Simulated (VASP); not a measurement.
Output of a VASP run:

**OSZICAR**
```
       N       E                     dE             d eps       ncg     rms          rms(c)
DAV:   1     0.106921615735E+02    0.10692E+02   -0.47585E+03  1136   0.123E+03
DAV:   2    -0.159531686893E+02   -0.26645E+02   -0.25794E+02  1352   0.188E+02
DAV:   3    -0.165478223433E+02   -0.59465E+00   -0.59254E+00  1248   0.347E+01
DAV:   4    -0.165520883554E+02   -0.42660E-02   -0.42660E-02  1384   0.287E+00
DAV:   5    -0.165521263954E+02   -0.38040E-04   -0.38040E-04  1312   0.190E-01    0.798E+00
DAV:   6    -0.186780010976E+02   -0.21259E+01   -0.14171E+01   784   0.577E+01    0.559E+00
DAV:   7    -0.181543408143E+02    0.52366E+00   -0.11490E+01   752   0.208E+02    0.173E+00
DAV:   8    -0.184489784140E+02   -0.29464E+00   -0.20275E+00   776   0.235E+01    0.902E-01
DAV:   9    -0.185569289194E+02   -0.10795E+00   -0.84771E-01   920   0.110E+01    0.433E-01
DAV:  10    -0.187342416402E+02   -0.17731E+00   -0.75846E-02   768   0.387E+00    0.223E-01
DAV:  11    -0.187089779753E+02    0.25264E-01   -0.15850E-02  1032   0.156E+00    0.152E-01
DAV:  12    -0.187260869206E+02   -0.17109E-01   -0.10798E-02   792   0.140E+00    0.542E-02
DAV:  13    -0.187382503531E+02   -0.12163E-01   -0.54354E-03   864   0.644E-01    0.416E-02
DAV:  14    -0.187383341997E+02   -0.83847E-04   -0.12483E-04  1024   0.101E-01    0.293E-02
DAV:  15    -0.187383523926E+02   -0.18193E-04   -0.89927E-06  1008   0.320E-02    0.277E-02
DAV:  16    -0.187383858748E+02   -0.33482E-04   -0.63081E-05   808   0.112E-01    0.699E-03
DAV:  17    -0.187383964611E+02   -0.10586E-04   -0.66562E-06   864   0.397E-02    0.647E-03
DAV:  18    -0.187383970914E+02   -0.63035E-06   -0.13737E-07  1088   0.505E-03    0.578E-03
DAV:  19    -0.187383972697E+02   -0.17826E-06   -0.17805E-07   856   0.412E-03    0.104E-03
DAV:  20    -0.187383973634E+02   -0.93736E-07   -0.91342E-08   400   0.440E-03
   1 F= -.18738397E+02 E0= -.18738397E+02  d E =-.145011E-17
```

**OUTCAR**
```
------------------------ aborting loop because EDIFF is reached ----------------------------------------
  FORCE on cell =-STRESS in cart. coord.  units (eV):
  Direction    XX          YY          ZZ          XY          YZ          ZX
  --------------------------------------------------------------------------------------
  Total        1.5495607      1.5495607      1.5495607      0.0000000      0.0000000      0.0000000
  in kB      112.5396981    112.5396981    112.5396981      0.0000000      0.0000000      0.0000000
  external PRESSURE =     112.5396981 kB  Pullay stress =       0.0000000 kB
  volume of cell :       22.06
      direct lattice vectors                 reciprocal lattice vectors
     0.000000000  2.226013589  2.226013589    -0.224616778  0.224616778  0.224616778
     2.226013589  0.000000000  2.226013589     0.224616778 -0.224616778  0.224616778
     2.226013589  2.226013589  0.000000000     0.224616778  0.224616778 -0.224616778
  FREE ENERGIE OF THE ION-ELECTRON SYSTEM (eV)
  ---------------------------------------------------
  free  energy   TOTEN  =       -18.7383973634 eV

  energy  without entropy=      -18.7383973634  energy(sigma->0) =      -18.73839736
```
(Selected blocks of OUTCAR.)

POSCAR:
```
BP
1
    0.0000000000     2.2260135890     2.2260135890
    2.2260135890     0.0000000000     2.2260135890
    2.2260135890     2.2260135890     0.0000000000
B P
1 1
Direct
  0.0000000000   0.0000000000   0.0000000000
  0.2500000000   0.2500000000   0.2500000000
```

Task: Reconstruct the remaining input files.

Result: One answer among several that fit: the input of the run itself, TPSS meta-GGA, plane waves, VASP's PBE PAW potentials (set 64).

KPOINTS:
```
Regular mesh
0
gamma
 10 10 10
0 0 0
```

INCAR:
```
ALGO  =  Normal
EDIFF  =  1E-7
ENCUT  =  520
ISIF  =  2
ISMEAR  =  0
LASPH  =  .TRUE.
LCHARG  =  .FALSE.
LMIXTAU  =  .TRUE.
LREAL  =  .FALSE.
LWAVE  =  .FALSE.
METAGGA  =  TPSS
NELM  =  100
PREC  =  Accurate
SIGMA  =  0.05
SYSTEM  =  BP
```

POTCAR, in this order: B P (PBE.64 set). Program: vasp_std.

The compound is BP in the zinc blende structure. This cell is one point of a volume scan, at 0.94 of the reference volume.
